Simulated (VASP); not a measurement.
Wanted: the native input for a VASP 6.6.1 run.

| Item | Value |
| --- | --- |
| Task | relaxation of cell and atoms |
| Functional | PBE |
| Dispersion | D3(BJ) |
| Potentials or basis | VASP PAW PBE potentials, release 64 (Pt, Se) |
| Cutoff | 520 eV |
| k mesh | 9 × 9 × 6 |
| Occupations | gaussian, width 1 eV |
| Spin | no spin polarisation |
| Further INCAR settings | ALGO = Fast; EDIFF = 1e-07; IBRION = 2; EDIFFG = -0.002; NSW = 80; ISIF = 3 |

The structure of PtSe2 lies in POSCAR:

```
PtSe2
1.0
    3.7240000000      0.0000000000      0.0000000000
   -1.8620000000      3.2250786000      0.0000000000
    0.0000000000      0.0000000000      5.0620000000
Pt Se
1 2
Direct
    0.0000000000      0.0000000000      0.0000000000
    0.3333333300      0.6666666700      0.2500000000
    0.6666666700      0.3333333300      0.7500000000
```

These files were run (other wordings do the same):

INCAR

```
SYSTEM = PtSe2
ALGO = Fast
EDIFF = 1E-7
EDIFFG = -0.002
ENCUT = 520
GGA = PE
IBRION = 2
ISIF = 3
ISMEAR = 0
IVDW = 12
KPAR = 4
LASPH = .True.
LCHARG = .False.
LREAL = .False.
LWAVE = .False.
NELM = 80
NSW = 80
PREC = Accurate
SIGMA = 1.0
```

KPOINTS

```
k-points
0
Gamma
  9 9 6
  0 0 0
```

Potentials or basis: VASP PAW PBE potentials, release 64 (Pt, Se).

Launch:

```bash
$ cat potpaw_PBE.64/Pt/POTCAR potpaw_PBE.64/Se/POTCAR > POTCAR
$ mpirun -np 4 vasp_std > vasp.out
```

Results of the run:

- Relaxed volume: 19.85 Å³/atom
- Relaxed cell: a = 3.773 Å, b = 3.773 Å, c = 4.831 Å, α = 90.00°, β = 90.00°, γ = 120.00°
- Space group after relaxing (to 0.05 Å): P-3m1 (No. 164)
- Energy gained by relaxing: 24.3 meV/atom
- Ionic steps: 23
- Pressure after relaxing: 0.0 GPa
- Band gap on the k mesh: none (metal or under the smearing width)
- Dispersion energy per atom: -0.489 eV

Caveat: pairwise dispersion overbinds metals, which lowers pressure and volume.

Wall time 3.1 min on 4 MPI ranks on Intel(R) Xeon(R) Platinum 8488C (Sapphire Rapids), on a shared host, peak memory 0.23 GiB a rank.
